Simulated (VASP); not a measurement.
Level of theory: LDA (Ceperley-Alder, Perdew-Zunger), VASP's LDA PAW potentials (set 64) (plane waves; VASP 6.6.1).

The input files of a VASP run:

**KPOINTS**
```
Regular mesh
0
Gamma
  7 7 7
0 0 0
```

### INCAR
```
SYSTEM = GaSb
PREC = Accurate
ENCUT = 400
EDIFF = 1E-8
NELM = 100
ALGO = Normal
LREAL = .FALSE.
LASPH = .TRUE.
ISMEAR = 0
SIGMA = 0.05
LMAXMIX = 4
LWAVE = .FALSE.
LCHARG = .FALSE.
IBRION = 1
ISIF = 2
NSW = 30
EDIFFG = -0.001
```

POSCAR:
```
GaSb
1
   -0.0000000000     3.0246146946     3.0246146946
    3.0246146946    -0.0000000000     3.0246146946
    3.0246146946     3.0246146946     0.0000000000
Ga Sb
1 1
Direct
  0.0000000000   0.0000000000   0.0000000000
  0.7500000000   0.7500000000   0.7500000000
```

POTCAR, in this order: Ga_d Sb (LDA.64 set). Program: vasp_std.

What VASP printed:

**OSZICAR**
```
       N       E                     dE             d eps       ncg     rms          rms(c)
DAV:   1     0.725900305321E+02    0.72590E+02   -0.79558E+03   528   0.149E+03
DAV:   2    -0.319801021246E+01   -0.75788E+02   -0.73885E+02   560   0.284E+02
DAV:   3    -0.868683677802E+01   -0.54888E+01   -0.54422E+01   650   0.699E+01
DAV:   4    -0.878574175698E+01   -0.98905E-01   -0.98860E-01   586   0.106E+01
DAV:   5    -0.878875967780E+01   -0.30179E-02   -0.30179E-02   674   0.158E+00    0.345E+00
DAV:   6    -0.869574957866E+01    0.93010E-01   -0.86690E-02   711   0.525E+00    0.203E+00
DAV:   7    -0.865785422535E+01    0.37895E-01   -0.66473E-02   575   0.218E+00    0.303E-01
DAV:   8    -0.865756642827E+01    0.28780E-03   -0.50914E-03   638   0.104E+00    0.978E-02
DAV:   9    -0.865764361542E+01   -0.77187E-04   -0.38689E-04   601   0.187E-01    0.371E-02
DAV:  10    -0.865763816447E+01    0.54510E-05   -0.19578E-05   633   0.377E-02    0.121E-02
DAV:  11    -0.865764156903E+01   -0.34046E-05   -0.42427E-06   578   0.222E-02    0.464E-03
DAV:  12    -0.865764154308E+01    0.25951E-07   -0.19674E-07   555   0.396E-03    0.113E-03
DAV:  13    -0.865764155547E+01   -0.12390E-07   -0.25459E-08   625   0.220E-03    0.610E-04
DAV:  14    -0.865764155631E+01   -0.83628E-09   -0.84992E-10   315   0.306E-04
   1 F= -.86576416E+01 E0= -.86576057E+01  d E =-.865764E+01
```

File OUTCAR:
```
------------------------ aborting loop because EDIFF is reached ----------------------------------------
  FORCE on cell =-STRESS in cart. coord.  units (eV):
  Direction    XX          YY          ZZ          XY          YZ          ZX
  --------------------------------------------------------------------------------------
  Total        0.0011418      0.0011418      0.0011418     -0.0000000      0.0000000     -0.0000000
  in kB        0.0330575      0.0330575      0.0330575     -0.0000000      0.0000000     -0.0000000
  external PRESSURE =       0.0330575 kB  Pullay stress =       0.0000000 kB
  volume of cell :       55.34
      direct lattice vectors                 reciprocal lattice vectors
     0.000000000  3.024614695  3.024614695    -0.165310312  0.165310312  0.165310312
     3.024614695  0.000000000  3.024614695     0.165310312 -0.165310312  0.165310312
     3.024614695  3.024614695  0.000000000     0.165310312  0.165310312 -0.165310312
  FREE ENERGIE OF THE ION-ELECTRON SYSTEM (eV)
  ---------------------------------------------------
  free  energy   TOTEN  =        -8.6576415563 eV

  energy  without entropy=       -8.6575699064  energy(sigma->0) =       -8.65760573

 reached required accuracy - stopping structural energy minimisation
```
(Selected blocks of OUTCAR.)

The structure comes from a computed database's GaSb entry (F-43m); how it stands against other phases isn't given here. It was relaxed first. The start is the result of an earlier pass.
